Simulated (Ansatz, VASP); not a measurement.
# TaGe2N4 (TaGe2N4 monolayer) in two plane-wave programs, part 2 of 2

Aim: how closely do two programs agree when they are given the same cell, functional and k mesh? The cell is taken from a series of runs on this material, whose earlier steps may have relaxed, scaled, displaced or heated it; both programs get it as it stands.

VASP 6.6.1 and Ansatz 0.2.0.

So far: Starting point; Ansatz: single point, PBEsol with D3(BJ).

### 3. VASP: single point, PBEsol with D3(BJ)

Level of this step: PBEsol with D3(BJ), spin-polarised from a ferromagnetic start; plane waves and PAW (N, Ge_d, Ta_pv) (VASP).

The same cell, functional, mesh and smearing now go to VASP, with its own data sets.

Lines of VASP's logs that name or quote its potential files are left out, and so is its time.

File INCAR:

```
SYSTEM = TaGe2N4
PREC = Accurate
ENCUT = 520
EDIFF = 1E-06
NELM = 200
ISMEAR = -1
SIGMA = 0.05
LREAL = .FALSE.
ALGO = Normal
GGA = PS
IVDW = 12
NBANDS = 41
ISPIN = 2
MAGMOM = -0 -0 -0 -0 -0 -0 -0.11
LASPH = .TRUE.
LMAXMIX = 4
LORBIT = 11
LWAVE = .FALSE.
LCHARG = .FALSE.
ISIF = 2
LDIPOL = .TRUE.
IDIPOL = 3
DIPOL = 0.5 0.5 0.5
LVHAR = .TRUE.
GGA_COMPAT = .FALSE.
NELMDL = -8
KPAR = 2
```

File POSCAR:

```
TaGe2N4
1.0
    3.0300466788      0.0000000000      0.0000000000
   -1.5150233394      2.6240973985      0.0000000000
    0.0000000000      0.0000000000     25.3765482537
N Ge Ta
4 2 1
Direct
    0.0000000000      0.0000000000      0.3546581635
    0.3333333333      0.6666666667      0.4521944161
    0.3333333333      0.6666666667      0.5478055839
    0.0000000000      0.0000000000      0.6453418365
    0.3333333333      0.6666666667      0.3787319232
    0.3333333333      0.6666666667      0.6212680768
    0.0000000000      0.0000000000      0.5000000000
```

File KPOINTS:

```
Automatic mesh
0
Gamma
18 18 1
0 0 0
```

The projector-augmented-wave data sets are N, Ge_d and Ta_pv (PBE family, release 64).

Launch:

```
mpirun -np 2 vasp_std
```

Numbers of over 12 decimals in the logs are rounded to 6 here.

The program printed:

```text
[banner, memory and clock lines left out]
running    2 mpi-ranks, on    1 nodes
 distrk:  each k-point on    1 cores,    2 groups
 distr:  one band on    1 cores,    1 groups

 POSCAR found type information on POSCAR N GeTa
 POSCAR found :  3 types and       7 ions
|                                                                             |
|               ----> ADVICE to this user running VASP <----                  |
|                                                                             |
|     You enforced a specific xc type in the INCAR file but a different       |
|     [... a line on the potential file left out ...]
|     I HOPE YOU KNOW WHAT YOU ARE DOING!                                     |
|                                                                             |

 LDA part: xc-table for (Slater+PW92), standard interpolation
 POSCAR, INCAR and KPOINTS ok, starting setup
 FFT: planning ... GRIDC
 FFT: planning ... GRID_SOFT
 FFT: planning ... GRID
 WAVECAR not read
 entering main loop
       N       E                     dE             d eps       ncg     rms          rms(c)
DAV:   1     0.686432115505E+03    0.68643E+03   -0.29193E+04  8101   0.232E+03
DAV:   2     0.460320476329E+02   -0.64040E+03   -0.61007E+03  6927   0.769E+02
DAV:   3    -0.607101249159E+02   -0.10674E+03   -0.10535E+03  7632   0.187E+02
DAV:   4    -0.683492358410E+02   -0.76391E+01   -0.75900E+01  7921   0.630E+01
DAV:   5    -0.686381331280E+02   -0.28890E+00   -0.28860E+00  8462   0.109E+01
DAV:   6    -0.686488576644E+02   -0.10725E-01   -0.10723E-01  9207   0.179E+00
DAV:   7    -0.686490489212E+02   -0.19126E-03   -0.19124E-03  8647   0.216E-01
DAV:   8    -0.686490580469E+02   -0.91257E-05   -0.91254E-05  9215   0.429E-02    0.301E+01
DAV:   9    -0.603192556454E+02    0.83298E+01   -0.27910E+01  8839   0.453E+01    0.115E+01
DAV:  10    -0.601497692486E+02    0.16949E+00   -0.25692E+00  7472   0.852E+00    0.729E+00
DAV:  11    -0.600572502622E+02    0.92519E-01   -0.29257E-01  8400   0.507E+00    0.806E-01
DAV:  12    -0.600552505029E+02    0.19998E-02   -0.80862E-02  8210   0.230E+00    0.460E-01
DAV:  13    -0.600556771255E+02   -0.42662E-03   -0.99309E-03  8582   0.509E-01    0.365E-01
DAV:  14    -0.600556931770E+02   -0.16052E-04   -0.81164E-04  7775   0.220E-01    0.197E-01
[...]
DAV:  33    -0.600564283648E+02   -0.45038E-05   -0.91304E-07  5631   0.316E-03    0.110E-03
DAV:  34    -0.600564417898E+02   -0.13425E-04   -0.50467E-07  5680   0.260E-03    0.632E-04
DAV:  35    -0.600564676339E+02   -0.25844E-04   -0.58189E-08  4970   0.103E-03    0.532E-04
DAV:  36    -0.600564862109E+02   -0.18577E-04   -0.41763E-08  4959   0.895E-04    0.398E-04
DAV:  37    -0.600564883126E+02   -0.21016E-05   -0.19953E-08  4735   0.616E-04    0.221E-04
DAV:  38    -0.600564895844E+02   -0.12719E-05   -0.12096E-08  4353   0.482E-04    0.979E-05
DAV:  39    -0.600564907799E+02   -0.11955E-05   -0.17505E-08  4564   0.488E-04    0.370E-05
DAV:  40    -0.600564911632E+02   -0.38325E-06   -0.37053E-09  4570   0.291E-04
   1 F= -.61463914E+02 E0= -.61453084E+02  d E =-.216600E-01  mag=    -0.2911
```

OUTCAR, selected parts (step 3):

```text
ion  position               nearest neighbor table
   1  0.000  0.000  0.355-   5 1.85   5 1.85   5 1.85
   2  0.333  0.667  0.452-   5 1.86   7 2.13   7 2.13   7 2.13
   3  0.333  0.667  0.548-   6 1.86   7 2.13   7 2.13   7 2.13
   4  0.000  0.000  0.645-   6 1.85   6 1.85   6 1.85
   5  0.333  0.667  0.379-   1 1.85   1 1.85   1 1.85   2 1.86
   6  0.333  0.667  0.621-   4 1.85   4 1.85   4 1.85   3 1.86
   7  0.000  0.000  0.500-   2 2.13   3 2.13   2 2.13   3 2.13   2 2.13   3 2.13

  LATTYP: Found a hexagonal cell.
 ALAT       =     3.0300466788
 C/A-ratio  =     8.3749694126

 Subroutine GETGRP returns: Found 12 space group operations
 (whereof 12 operations were pure point group operations)

The static configuration has the point symmetry D_3h.

 Found     37 irreducible k-points:

   k-points           NKPTS =     37   k-points in BZ     NKDIM =     37   number of bands    NBANDS=     41

   dimension x,y,z NGX =    24 NGY =   24 NGZ =  192
   dimension x,y,z NGXF=    48 NGYF=   48 NGZF=  384

   ENCUT  =  520.0 eV  38.22 Ry    6.18 a.u.   5.63  5.63 47.18*2*pi/ulx,y,z

   NELECT =      59.0000    total number of electrons

 k-points in reciprocal lattice and weights: Automatic mesh
   0.00000000  0.00000000  0.00000000       0.003
   0.05555556 -0.00000000  0.00000000       0.019
   0.11111111 -0.00000000  0.00000000       0.019
   0.16666667 -0.00000000  0.00000000       0.019
   0.22222222 -0.00000000  0.00000000       0.019
   0.27777778 -0.00000000  0.00000000       0.019
   0.33333333 -0.00000000  0.00000000       0.019
   0.38888889 -0.00000000  0.00000000       0.019
   0.44444444 -0.00000000  0.00000000       0.019
[...]
0.33333333  0.27777778  0.00000000       0.037
   0.33333333  0.33333333  0.00000000       0.006

 dipolmoment           0.000000      0.000000      0.000000 electrons x Angstroem

 average (electrostatic) potential at core
       1 -69.8671       2 -69.3109       3 -69.3109       4 -69.8671       5 -80.5066
       6 -80.5066       7 -43.2659

 E-fermi :  -0.8466

 spin component 1
 k-point     1 :       0.0000    0.0000    0.0000
  band No.  band energies     occupation
    ...
     25      -3.7273      1.00000
     26      -3.7273      1.00000
     27      -3.0142      1.00000
     28      -3.0142      1.00000
     29      -2.5898      1.00000
     30      -0.2413      0.00001
     31       1.2110      0.00000
     32       1.9106      0.00000
     33       3.3219      0.00000
     34       3.3219      0.00000
    ...

 k-point     2 :       0.0556   -0.0000    0.0000
  band No.  band energies     occupation
    ...
     25      -3.9876      1.00000
     26      -3.7803      1.00000
     27      -3.1339      1.00000
     28      -3.0699      1.00000
     29      -2.4859      1.00000
     30      -0.0872      0.00000
     31       1.3785      0.00000
     32       1.7707      0.00000
     33       3.3267      0.00000
     34       3.4139      0.00000
    ...

 k-point     3 :       0.1111   -0.0000    0.0000
  band No.  band energies     occupation
    ...
     25      -4.1456      1.00000
     26      -3.8985      1.00000
     27      -3.3125      1.00000
     28      -3.2253      1.00000
     29      -2.4151      1.00000
     30       0.0943      0.00000
     31       1.5859      0.00000
     32       1.7457      0.00000
     33       3.3437      0.00000
     34       3.6091      0.00000
    ...

 k-point     4 :       0.1667   -0.0000    0.0000
  band No.  band energies     occupation
    ...
     25      -3.9919      1.00000
     26      -3.9230      1.00000
     27      -3.5040      1.00000
     28      -3.4496      1.00000
     29      -2.4704      1.00000
     30      -0.0724      0.00000
     31       1.6604      0.00000
     32       2.0659      0.00000
     33       3.3847      0.00000
     34       3.7913      0.00000
    ...

 k-point     5 :       0.2222   -0.0000    0.0000
  band No.  band energies     occupation
    ...
     25      -3.8212      1.00000
     26      -3.7372      1.00000
     27      -3.7071      1.00000
     28      -3.7050      1.00000
     29      -2.6096      1.00000
     30      -0.4401      0.00029
     31       1.8380      0.00000
     32       2.2262      0.00000
     33       3.4713      0.00000
     34       4.0864      0.00000
    ...

 k-point     6 :       0.2778   -0.0000    0.0000
  band No.  band energies     occupation
    ...
     25      -3.9565      1.00000
     26      -3.9097      1.00000
     27      -3.6642      1.00000
     28      -3.4630      1.00000
     29      -2.7733      1.00000
     30      -0.7575      0.14396
     31       1.9310      0.00000
     32       2.2384      0.00000
     33       3.6256      0.00000
     34       3.9666      0.00000
    ...

 Edisp (eV)   -1.40742

  Total       0.03501     0.03501    -0.01173     0.00000     0.00000    -0.00000
  in kB       0.27802     0.27802    -0.09310     0.00000     0.00000    -0.00000
  external pressure =        0.15 kB  Pullay stress =        0.00 kB

  energy-cutoff  :      520.00
  volume of cell :      201.77
      direct lattice vectors                 reciprocal lattice vectors
     3.030046679  0.000000000  0.000000000     0.330027919  0.190541708  0.000000000
    -1.515023339  2.624097399  0.000000000     0.000000000  0.381083416  0.000000000
     0.000000000  0.000000000 25.376548254     0.000000000  0.000000000  0.039406463

 POSITION                                       TOTAL-FORCE (eV/Angst)
 -----------------------------------------------------------------------------------
      0.00000      0.00000      9.00000         0.000000     -0.000000      0.036474
     -0.00000      1.74940     11.47513        -0.000000      0.000000     -0.081158
     -0.00000      1.74940     13.90141        -0.000000     -0.000000      0.081158
      0.00000      0.00000     16.37655         0.000000     -0.000000     -0.036474
     -0.00000      1.74940      9.61091         0.000000      0.000000     -0.022409
     -0.00000      1.74940     15.76564         0.000000      0.000000      0.022409
      0.00000      0.00000     12.68827        -0.000000     -0.000000     -0.000000
 -----------------------------------------------------------------------------------
    total drift:                                0.000001     -0.000001     -0.000000

  FREE ENERGIE OF THE ION-ELECTRON SYSTEM (eV)
  ---------------------------------------------------
  free  energy   TOTEN  =       -61.4639141685 eV

  energy  without entropy=      -61.4422542120  energy(sigma->0) =      -61.45308419

 vacuum level on the upper side and lower side of the slab         4.823         4.823

 total charge
# of ion       s       p       d       tot
------------------------------------------
    1        1.237   2.518   0.000   3.755
    2        1.235   2.534   0.000   3.769
    3        1.235   2.534   0.000   3.769
    4        1.237   2.518   0.000   3.755
    5        1.018   1.358  10.346  12.723
    6        1.018   1.358  10.346  12.723
    7        0.322   6.303   2.356   8.981
--------------------------------------------------
tot          7.301  19.124  23.048  49.473

 magnetization (x)
# of ion       s       p       d       tot
------------------------------------------
    1       -0.000  -0.003   0.000  -0.003
    2        0.001  -0.002   0.000  -0.002
    3        0.001  -0.002   0.000  -0.002
    4       -0.000  -0.003   0.000  -0.003
    5       -0.001  -0.002  -0.001  -0.003
    6       -0.001  -0.002  -0.001  -0.003
    7       -0.002  -0.008  -0.174  -0.184
--------------------------------------------------
tot         -0.003  -0.021  -0.175  -0.199

[... 6 further parts left out ...]
```

### 4. Differences

Known differences besides the potentials themselves: VASP starts from the moments at which Ansatz ended; the data sets hold 61 valence electrons in Ansatz (on its default PAW (the set named soft_2) files) and 59 in VASP; the cutoff is 420 eV in Ansatz and 520 eV in VASP; Ansatz makes its cores anew for this functional, VASP keeps those of its PBE data sets; site moments are counted in spheres of each program's own size. Total energies have different zeros and are not compared.

The two programs side by side:

```csv
quantity,Ansatz,VASP,difference
total moment (μB),-0.31,-0.29,-0.02
moment on Ta7 (μB),-0.11,-0.18,+0.08
"work function, lower of the two faces (eV)",5.65,5.67,-0.02
"work function, higher of the two faces (eV)",5.65,5.67,-0.02
```

With vacuum in the cell, a pressure given here is an average over mostly empty space and none of the material. The total moments and the pattern agree; the site moments differ because the programs count them in spheres of different size.

### 5. What came out

| Property | Result |
| --- | --- |
| difference in work function, lower of the two faces (single point, PBEsol with D3(BJ)) | -0.018 eV |

In words: The difference in work function, lower of the two faces is -0.018 eV (single point, PBEsol with D3(BJ)). The data sets hold unlike numbers of valence electrons (61 in Ansatz and 59 in VASP), so part of the differences comes from the potentials. How closely two codes agree says nothing of how well the functional describes the real material.

[Lines on the potential files, build, host, timing and source positions are cut from VASP's logs without a mark.]

[Logs are printed without paths, hosts, clocks, repeated set-up lines and the standing remarks that a program may print on its own settings, such as how far it seeks lower states.]

[Hosts, paths, dates, database ids (printed as entryN), source tags and the programs' standing remarks are cut or masked in the printed files.]
